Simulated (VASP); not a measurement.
# LaCo (I2_13) in VASP: reference runs

Reference runs on LaCo: the cell as given.

Everything below comes from runs of VASP 6.6.1. Logs are shortened: lines on timing, memory, paths and dates and some standing lists are left out, and cuts for length are marked.

## (1) Starting point

Symmetry: I2_13, No. 199, cubic system. Conventional cell: a = 6.966 Å, b = 6.966 Å, c = 6.966 Å, α = 90.00°, β = 90.00°, γ = 90.00°. La (site symmetry 3) is surrounded by 4 Co at 2.62 to 2.94 Å. Co (site symmetry 3) has 4 La at 2.62 to 2.94 Å and 3 Co at 2.96 Å as nearest neighbours.

The cell comes from a database or a generator and needn't be the stable form of this composition.

## (2) Single point, PBE, collinear spin, ferromagnetic start

Contents of INCAR:

```
SYSTEM = LaCo
ALGO = Normal
EDIFF = 1E-7
ENCUT = 520
GGA = PE
ISIF = 2
ISMEAR = -1
ISPIN = 2
LASPH = .True.
LCHARG = .True.
LELF = .True.
LMAXMIX = 6
LORBIT = 11
LREAL = .False.
LVHAR = .True.
LWAVE = .False.
MAGMOM = 0 0 0 0 2 2 2 2
NBANDS = 54
NELM = 120
PREC = Accurate
SIGMA = 0.05
```

Contents of KPOINTS:

```
k-points
0
Gamma
  6 6 6
  0 0 0
```

Contents of POSCAR:

```
LaCo
1.0
   -3.4831100000      3.4831100000      3.4831100000
    3.4831100000     -3.4831100000      3.4831100000
    3.4831100000      3.4831100000     -3.4831100000
La Co
4 4
Direct
    0.5000000000      0.0000000000      0.0189750000
    0.0000000000      0.0189750000      0.5000000000
    0.0189750000      0.5000000000      0.0000000000
    0.4810250000      0.4810250000      0.4810250000
    0.5000000000      0.0000000000      0.5840200000
    0.0000000000      0.5840200000      0.5000000000
    0.5840200000      0.5000000000      0.0000000000
    0.9159800000      0.9159800000      0.9159800000
```

Potentials or basis: VASP PAW PBE potentials, release 64 (La, Co).

Launch:

```
$ cat potpaw_PBE.64/La/POTCAR potpaw_PBE.64/Co/POTCAR > POTCAR
$ mpirun -np 1 vasp_std > vasp.out
```

OUTCAR:

```text
SYSTEM = LaCo
   EDIFF = 1E-7
   ENCUT = 520
   GGA = PE
   ISIF = 2
   ISMEAR = -1
   ISPIN = 2
   LASPH = .True.
   LORBIT = 11
   LREAL = .False.
   NELM = 120
   PREC = Accurate

 ion  position               nearest neighbor table
   1  0.500  0.000  0.019-   5 2.62   7 2.94   8 2.94   6 2.94   8 3.19   6 3.19   7 3.19   3 3.35
                             4 3.35   2 3.35   2 3.62   4 3.62   3 3.62
   2  0.000  0.019  0.500-   6 2.62   5 2.94   8 2.94   7 2.94   7 3.19   5 3.19   8 3.19   3 3.35
                             1 3.35   4 3.35   3 3.62   1 3.62   4 3.62
   3  0.019  0.500  0.000-   7 2.62   6 2.94   5 2.94   8 2.94   6 3.19   8 3.19   5 3.19   1 3.35
                             4 3.35   2 3.35   2 3.62   1 3.62   4 3.62
   4  0.481  0.481  0.481-   8 2.62   5 2.94   7 2.94   6 2.94   7 3.19   5 3.19   6 3.19   1 3.35
                             3 3.35   2 3.35   2 3.62   1 3.62   3 3.62
   5  0.500  0.000  0.584-   1 2.62   3 2.94   4 2.94   2 2.94   7 2.96   8 2.96   6 2.96   3 3.19
                             4 3.19   2 3.19
   6  0.000  0.584  0.500-   2 2.62   1 2.94   3 2.94   4 2.94   5 2.96   7 2.96   8 2.96   3 3.19
                             1 3.19   4 3.19
   7  0.584  0.500  0.000-   3 2.62   2 2.94   4 2.94   1 2.94   6 2.96   8 2.96   5 2.96   4 3.19
                             2 3.19   1 3.19
   8  0.916  0.916  0.916-   4 2.62   2 2.94   1 2.94   3 2.94   5 2.96   6 2.96   7 2.96   3 3.19
                             1 3.19   2 3.19

  LATTYP: Found a body centered cubic cell.
 ALAT       =     6.9662200000

  Lattice vectors:

 A1 = (  -3.4831100000,   3.4831100000,   3.4831100000)
 A2 = (   3.4831100000,  -3.4831100000,   3.4831100000)
 A3 = (   3.4831100000,   3.4831100000,  -3.4831100000)

Analysis of symmetry for initial positions (statically):
=====================================================================
 Subroutine PRICEL returns:
 Original cell was already a primitive cell.

 Routine SETGRP: Setting up the symmetry group for a
 body centered cubic supercell.

 Subroutine GETGRP returns: Found 12 space group operations
 (whereof  3 operations were pure point group operations)
 out of a pool of 48 trial point group operations.

The static configuration has the point symmetry C_3 .
 The point group associated with its full space group is T   .

Analysis of symmetry for dynamics (positions and initial velocities):
=====================================================================
 Subroutine PRICEL returns:
 Original cell was already a primitive cell.

 Routine SETGRP: Setting up the symmetry group for a
 body centered cubic supercell.

 Subroutine GETGRP returns: Found 12 space group operations
 (whereof  3 operations were pure point group operations)
 out of a pool of 48 trial point group operations.

The dynamic configuration has the point symmetry C_3 .
 The point group associated with its full space group is T   .

Analysis of structural, dynamic, and magnetic symmetry:
=====================================================================
 Subroutine PRICEL returns:
 Original cell was already a primitive cell.

 Routine SETGRP: Setting up the symmetry group for a
 body centered cubic supercell.

 Subroutine GETGRP returns: Found 12 space group operations
 (whereof  3 operations were pure point group operations)
 out of a pool of 48 trial point group operations.

The overall configuration has the point symmetry C_3 .
 The point group associated with its full space group is T   .

 Subroutine INISYM returns: Found 12 space group operations
 (whereof  3 operations are pure point group operations),
 and found     1 'primitive' translations

----------------------------------------------------------------------------------------

                                     Primitive cell

  volume of cell :     169.0291

  direct lattice vectors                    reciprocal lattice vectors
    -3.483110000  3.483110000  3.483110000     0.000000000  0.143549874  0.143549874
     3.483110000 -3.483110000  3.483110000     0.143549874  0.000000000  0.143549874
     3.483110000  3.483110000 -3.483110000     0.143549874  0.143549874  0.000000000

  length of vectors
     6.032923488  6.032923488  6.032923488     0.203010178  0.203010178  0.203010178

  position of ions in fractional coordinates (direct lattice)
     0.500000000  0.000000000  0.018975000
     0.000000000  0.018975000  0.500000000
     0.018975000  0.500000000  0.000000000
     0.481025000  0.481025000  0.481025000
     0.500000000  0.000000000  0.584020000
     0.000000000  0.584020000  0.500000000
     0.584020000  0.500000000  0.000000000
     0.915980000  0.915980000  0.915980000

  ion indices of the primitive-cell ions
   primitive index   ion index
                 1           1
                 2           2
                 3           3
                 4           4
                 5           5
                 6           6
                 7           7
                 8           8

----------------------------------------------------------------------------------------

 KPOINTS: k-points

Automatic generation of k-mesh.
 Grid dimensions read from file:
 generate k-points for:    6    6    6

 Generating k-lattice:

  Cartesian coordinates                     Fractional coordinates (reciprocal lattice)
     0.000000000  0.023924979  0.023924979     0.166666667  0.000000000  0.000000000
     0.023924979  0.000000000  0.023924979     0.000000000  0.166666667  0.000000000
     0.023924979  0.023924979  0.000000000     0.000000000  0.000000000  0.166666667

  Length of vectors
     0.033835030  0.033835030  0.033835030

  Shift w.r.t. Gamma in fractional coordinates (k-lattice)
     0.000000000  0.000000000  0.000000000

 Subroutine IBZKPT returns following result:
 ===========================================

 Found     18 irreducible k-points:

 Following reciprocal coordinates:
            Coordinates               Weight
  0.000000  0.000000  0.000000      1.000000
  0.166667  0.000000  0.000000     12.000000
  0.333333  0.000000  0.000000     12.000000
  0.500000  0.000000  0.000000      6.000000
  0.166667  0.166667  0.000000     24.000000
  0.333333  0.166667  0.000000     24.000000
[... 10 lines left out ...]
  0.500000  0.500000  0.333333     12.000000
  0.500000  0.500000  0.500000      1.000000
   k-points           NKPTS =     18   k-points in BZ     NKDIM =     18   number of bands    NBANDS=     54
   number of dos      NEDOS =    301   number of ions     NIONS =      8
   total plane-waves  NPLWV = 110592
   dimension x,y,z NGX =    48 NGY =   48 NGZ =   48
   dimension x,y,z NGXF=    96 NGYF=   96 NGZF=   96
   ions per type =               4   4
   NGX,Y,Z   is equivalent  to a cutoff of  13.23, 13.23, 13.23 a.u.
   NGXF,Y,Z  is equivalent  to a cutoff of  26.45, 26.45, 26.45 a.u.
 SYSTEM =  LaCo
   PREC   = accura    normal or accurate (medium, high low for compatibility)
   ISTART =      0    job   : 0-new  1-cont  2-samecut
   ICHARG =      2    charge: 1-file 2-atom 10-const
   ISPIN  =      2    spin polarized calculation?
   LNONCOLLINEAR =      F non collinear calculations
   LSORBIT =      F    spin-orbit coupling
   LASPH  =      T    aspherical Exc in radial PAW
   ENCUT  =  520.0 eV  38.22 Ry    6.18 a.u.  11.22 11.22 11.22*2*pi/ulx,y,z
   NELM   =    120;   NELMIN=  2; NELMDL= -5     # of ELM steps
   EDIFF  = 0.1E-06   stopping-criterion for ELM
   LREAL  =      F    real-space projection
   EDIFFG = 0.1E-05   stopping-criterion for IOM
   NSW    =      0    number of steps for IOM
   IBRION =     -1    ionic relax: 0-MD 1-quasi-New 2-CG
   NFREE  =      0    steps in history (QN), initial steepest desc. (CG)
   ISIF   =      2    stress and relaxation
   ISYM   =      2    0-nonsym 1-usesym 2-fastsym
   POTIM  = 0.5000    time-step for ionic-motion
   TEBEG  =    0.0;   TEEND  =   0.0 temperature during run
   PSTRESS=    0.0 pullay stress
   NELECT =      80.0000    total number of electrons
   NUPDOWN=      -1.0000    fix difference up-down
   EMIN   =  10.00;   EMAX   =-10.00  energy-range for DOS
   EFERMI =   0.00;   METHOD = LEGACY
   ISMEAR =    -1;   SIGMA  =   0.05  broadening in eV -4-tet -1-fermi 0-gaus
   EFERMI_NEDOS =   21; number of points for ismear=-14 and -15
   IALGO  =     38    algorithm
   IMIX   =      4    mixing-type and parameters
     AMIX     =   0.40;   BMIX     =  1.00
     AMIX_MAG =   1.60;   BMIX_MAG =  1.00
  volume/ion in A,a.u.               =      21.13       142.58
  Fermi-wavevector in a.u.,A,eV,Ry     =   1.275805  2.410922 22.145910  1.627678
  Thomas-Fermi vector in A             =   2.408497
   LORBIT       =     11    0 simple, 1 ext, 2 COOP (PROOUT), +10 PAW based schemes
   GGA     = PE    functional components
   LHFCALC =     F    Hartree Fock is set to
   AEXX    =    0.0000 exact exchange contribution
   IVDW    =     0    specifies the selected vdW correction
   LEPSILON=     F    determine dielectric tensor
   LRPA    =     F    only Hartree local field effects (RPA)
 spin polarized calculation
  energy-cutoff  :      520.00
  volume of cell :      169.03
 maximum number of plane-waves:      4567
 NGX is ok and might be reduce to    48
   NGX = 23   NGY = 23   NGZ = 23

 number of electron      80.0000018 magnetization       1.0795387

 Free energy of the ion-electron system (eV)
  ---------------------------------------------------
  ext. energy  EPLUGINS =         0.00000000
  ---------------------------------------------------
  free energy    TOTEN  =       -47.11343410 eV

  energy without entropy =      -47.04088145  energy(sigma->0) =      -47.07715778

 E-fermi :   9.3651     XC(G=0): -11.0702

 val. band max:        9.3613924061   @ k =  -0.3333   0.3333   0.3333
 cond. band min:       9.3704343286   @ k =  -0.1667   0.1667   0.1667
 fundamental gap:      0.0090419225
 Fermi energy:         9.3650723958

 spin component 1

 k-point     1 :       0.0000    0.0000    0.0000
  band No.  band energies     occupation
      1     -22.7670      1.00000
      2     -22.4342      1.00000
      3     -22.4342      1.00000
      4     -22.4342      1.00000
      5      -7.1963      1.00000
      6      -7.1615      1.00000
[... 44 lines left out ...]
     51      11.9195      0.00000
     52      12.2143      0.00000
[... 933 lines left out ...]
     51      11.9364      0.00000
     52      11.9364      0.00000
 Fermi energy:         9.3650723958

 spin component 2

 k-point     1 :       0.0000    0.0000    0.0000
  band No.  band energies     occupation
      1     -22.8048      1.00000
      2     -22.4688      1.00000
      3     -22.4688      1.00000
      4     -22.4688      1.00000
      5      -7.2646      1.00000
      6      -7.2272      1.00000
[... 44 lines left out ...]
     51      11.9201      0.00000
     52      12.2100      0.00000
[... 933 lines left out ...]
     51      11.9669      0.00000
     52      11.9669      0.00000
 [bands above 52 left out]

------------------------ aborting loop because EDIFF is reached ----------------------------------------

  FORCE on cell =-STRESS in cart. coord.  units (eV):
  Direction    XX          YY          ZZ          XY          YZ          ZX
  --------------------------------------------------------------------------------------
  -------------------------------------------------------------------------------------
  Total        0.4255866      0.4255866      0.4255866     -0.0000000      0.0000000      0.0000000
  in kB        4.0340103      4.0340103      4.0340103     -0.0000000      0.0000000      0.0000000
  external PRESSURE =       4.0340103 kB  Pullay stress =       0.0000000 kB

 VOLUME and BASIS-vectors are now :
 -----------------------------------------------------------------------------
  energy-cutoff  :      520.00
  volume of cell :      169.03
      direct lattice vectors                 reciprocal lattice vectors
    -3.483110000  3.483110000  3.483110000     0.000000000  0.143549874  0.143549874
     3.483110000 -3.483110000  3.483110000     0.143549874  0.000000000  0.143549874
     3.483110000  3.483110000 -3.483110000     0.143549874  0.143549874  0.000000000

 POSITION                                       TOTAL-FORCE (eV/Angst)
 -----------------------------------------------------------------------------------
     -1.67546      1.80765      1.67546        -0.055910     -0.055910      0.055910
      1.80765      1.67546     -1.67546        -0.055910      0.055910     -0.055910
      1.67546     -1.67546      1.80765         0.055910     -0.055910     -0.055910
      1.67546      1.67546      1.67546         0.055910      0.055910      0.055910
      0.29265      3.77576     -0.29265        -0.078699     -0.078699      0.078699
      3.77576     -0.29265      0.29265        -0.078699      0.078699     -0.078699
     -0.29265      0.29265      3.77576         0.078699     -0.078699     -0.078699
      3.19046      3.19046      3.19046         0.078699      0.078699      0.078699
 -----------------------------------------------------------------------------------
    total drift:                               -0.000001     -0.000001     -0.000001

  FREE ENERGIE OF THE ION-ELECTRON SYSTEM (eV)
  ---------------------------------------------------
  free  energy   TOTEN  =       -47.1134341008 eV

  energy  without entropy=      -47.0408814537  energy(sigma->0) =      -47.07715778

 total charge

# of ion       s       p       d       f       tot
--------------------------------------------------
    1        2.058   5.558   0.965   0.208   8.788
    2        2.058   5.558   0.965   0.208   8.788
    3        2.058   5.558   0.965   0.208   8.788
    4        2.058   5.558   0.965   0.208   8.788
    5        0.503   0.228   7.427   0.000   8.158
    6        0.503   0.228   7.427   0.000   8.158
    7        0.503   0.228   7.427   0.000   8.158
    8        0.503   0.228   7.427   0.000   8.158
--------------------------------------------------
tot         10.247  23.144  33.565   0.831  67.787

 magnetization (x)

# of ion       s       p       d       f       tot
--------------------------------------------------
    1       -0.005  -0.002  -0.060  -0.015  -0.082
    2       -0.005  -0.002  -0.060  -0.015  -0.082
    3       -0.005  -0.002  -0.060  -0.015  -0.082
    4       -0.005  -0.002  -0.060  -0.015  -0.082
    5        0.011  -0.012   0.429   0.000   0.429
    6        0.011  -0.012   0.429   0.000   0.429
    7        0.011  -0.012   0.429   0.000   0.429
    8        0.011  -0.012   0.429   0.000   0.429
--------------------------------------------------
tot          0.027  -0.055   1.477  -0.060   1.389
```

Run time: 9 min. Hardware: 1 thread of AMD EPYC 9R45 (Zen 5), shared host; peak memory 0.51 GiB.

Results:

```
Free energy                                           : -47.1134 eV
Pressure                                              : 0.4 GPa
Largest force                                         : 0.136 eV/Å
Band gap on the k mesh                                : none (metal or under the smearing width)
Net moment                                            : 1.08 μB per cell
Site moments                                          : La -0.08; Co +0.43 μB
Valence electrons inside the program's atomic spheres : La 8.79; Co 8.16
```

Forces in eV/Å, atoms in the order of the input:
```
La  -0.056 -0.056  0.056
La  -0.056  0.056 -0.056
La   0.056 -0.056 -0.056
La   0.056  0.056  0.056
Co  -0.079 -0.079  0.079
Co  -0.079  0.079 -0.079
Co   0.079 -0.079 -0.079
Co   0.079  0.079  0.079
```

Levels at points of the mesh, in eV from the Fermi level:
Spin up:
| k point | band 36 | band 37 | band 38 | band 39 | band 40 | band 41 | band 42 | band 43 | band 44 | band 45 |
| --- | --- | --- | --- | --- | --- | --- | --- | --- | --- | --- |
| (0.00, 0.00, 0.00) | -0.57 | -0.57 | -0.36 | -0.36 | -0.36 | 1.00 | 1.00 | 1.43 | 1.43 | 1.43 |
| (0.50, 0.00, 0.00) | -0.63 | -0.62 | -0.57 | -0.41 | -0.28 | 0.20 | 0.35 | 0.53 | 0.59 | 1.08 |
| (0.50, 0.50, 0.50) | -0.74 | -0.74 | -0.65 | -0.65 | -0.65 | -0.57 | -0.57 | 0.10 | 0.10 | 0.10 |
Spin down:
| k point | band 38 | band 39 | band 40 | band 41 | band 42 | band 43 |
| --- | --- | --- | --- | --- | --- | --- |
| (0.00, 0.00, 0.00) | 0.12 | 0.12 | 0.12 | 1.20 | 1.20 | 1.42 |
| (0.50, 0.00, 0.00) | -0.25 | 0.02 | 0.03 | 0.34 | 0.36 | 0.59 |
| (0.50, 0.50, 0.50) | -0.39 | -0.39 | -0.39 | -0.12 | -0.12 | 0.27 |

Spin-orbit coupling is left out, which matters for the levels of La.
